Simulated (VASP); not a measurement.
An input for Ansatz (written as the equivalent of a VASP run, and not itself run):

Ansatz 0.2 input:
```yaml
crystal:
  lattice:
    - [2.6267799, 0.0000000, 0.0000000]
    - [0.0000000, 2.6267799, 0.0000000]
    - [0.0000000, 0.0000000, 3.6276420]
  atoms:
    - { symbol: Fe, position: [0.0000000, 0.0000000, 0.0000000], spin: 2.9 }
    - { symbol: Pt, position: [0.5000000, 0.5000000, 0.5000000], spin: 0.3 }
kpoints:
  mp_grid: { grid: [14, 14, 10] }
hamiltonian:
  xc: pbe
  pseudopotentials: { kind: paw }
magnetization: { spin_polarized: true }
scf:
  occupations: { method: methfessel_paxton, width: 0.1 }
  max_iter: 100
relax:
  max_steps: 40
  f_tol: 0.02
  cell: { p_target: 30 }
output: { forces: true, stress: true, eigenvalues: true }
```

Problem. Translate this input to VASP (INCAR, KPOINTS, POSCAR, choice of POTCAR).

Solution. One answer among several that fit: 
### POSCAR
```
FePt
1
    2.6267799192     0.0000000000    -0.0000000000
    0.0000000000     2.6267799192    -0.0000000000
    0.0000000000     0.0000000000     3.6276419524
Fe Pt
1 1
Direct
  0.0000000000   0.0000000000   0.0000000000
  0.5000000000   0.5000000000   0.5000000000
```

INCAR:
```
! general
SYSTEM  = FePt
PREC    = Accurate
ENCUT   = 500   ! plane-wave cut-off (eV)
LREAL   = .False.
LASPH   = .True.

! electronic loop
EDIFF   = 1E-6
NELM    = 100   ! most electronic steps
ALGO    = Normal
LMAXMIX = 6   ! l cut-off of mixed one-centre charges

! smearing
ISMEAR  = 1   ! Methfessel-Paxton
SIGMA   = 0.1   ! width (eV)

! functional
GGA     = PE   ! PBE

! spin
ISPIN   = 2   ! spin-polarised
MAGMOM  = 2.9 0.3

! ions
IBRION  = 2   ! conjugate gradients
NSW     = 40
ISIF    = 3   ! ions, shape and volume
EDIFFG  = -0.02   ! ionic stop
PSTRESS = 300

! output
LWAVE   = .False.
LCHARG  = .False.
LORBIT  = 10
```

### KPOINTS
```
Automatic mesh
0
Gamma
14 14 10
0 0 0
```

POTCAR, in this order: Fe Pt (PBE.64 set). Program: vasp_std.

Limits of the translation: each code has its own PAW files, so the cut-off isn't converted (ENCUT is set for VASP's; basis.ecutwfc is left out, and Ansatz then takes the one that its files recommend); Ansatz stops its SCF on the density residual and VASP on the energy change (EDIFF).

The compound is FePt in the L1_0 structure. It was relaxed first under an external pressure of 30 GPa.
